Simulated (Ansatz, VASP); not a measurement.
One calculation of Al4Ir, two programs

Contents of INCAR:

```
PREC = Accurate ; ENCUT = 520
EDIFF = 1E-6 ; ISMEAR = 0
SIGMA = 0.1 ; LREAL = F
LASPH = T ; NELM = 80
ALGO = Normal ; ISIF = 2
LWAVE = F ; LCHARG = F
GGA = PE ; NBANDS = 18
```

KPOINTS

```
regular mesh
0
Gamma
  4 4 4
```

File POSCAR:

```
Al4Ir
1.0
    4.4326388300      0.0000000000      0.0000000000
    0.0000000000      4.4326388300      0.0000000000
    0.0000000000      0.0000000000      4.4326388300
Al Ir
4 1
Direct
    0.0000000000      0.5000000000      0.5000000000
    0.5000000000      0.0000000000      0.5000000000
    0.5000000000      0.5000000000      0.0000000000
    0.5000000000      0.5000000000      0.5000000000
    0.0000000000      0.0000000000      0.0000000000
```

Input for Ansatz:

```yaml
crystal:
  lattice:
    - [4.43263883, 0.0, 0.0]
    - [0.0, 4.43263883, 0.0]
    - [0.0, 0.0, 4.43263883]
  atoms:
    - { symbol: Al, position: [0.0, 0.5, 0.5] }
    - { symbol: Al, position: [0.5, 0.0, 0.5] }
    - { symbol: Al, position: [0.5, 0.5, 0.0] }
    - { symbol: Al, position: [0.5, 0.5, 0.5] }
    - { symbol: Ir, position: [0.0, 0.0, 0.0] }
basis:
  ecutwfc: 420
kpoints:
  mp_grid: { grid: [4, 4, 4] }
hamiltonian:
  xc: pbe
scf:
  occupations: { method: gaussian, width: 0.1 }
  lower_state_search: "off"
output:
  forces: true
  stress: true
  eigenvalues: true
```

Alike in both runs: task single point; functional PBE; k mesh 4 × 4 × 4; occupations gaussian, width 0.1 eV; no spin polarisation.

|  | VASP | Ansatz |
| --- | --- | --- |
| version | VASP 6.6.1 | Ansatz 0.2.0 |
| potentials or method | VASP PAW PBE potentials, release 64 (Al, Ir) | scalar-relativistic, plane waves, PAW |
| plane-wave cutoff (eV) | 520 | 420 |
| valence electrons in the cell | 21 | 29 |

```csv
,VASP,Ansatz,Ansatz less VASP
gap on the k mesh at the Fermi level (eV),none,none,-
pressure (GPa),13.4,13.3,-0.09
```

A gap of «none» marks a metal or a gap that the smearing closes. With one functional, cell and mesh, what is left measures potentials, basis and numerics. The two sets of potentials don't hold the same shells in valence.

Spin-orbit coupling is left out, which matters for the levels of Ir.
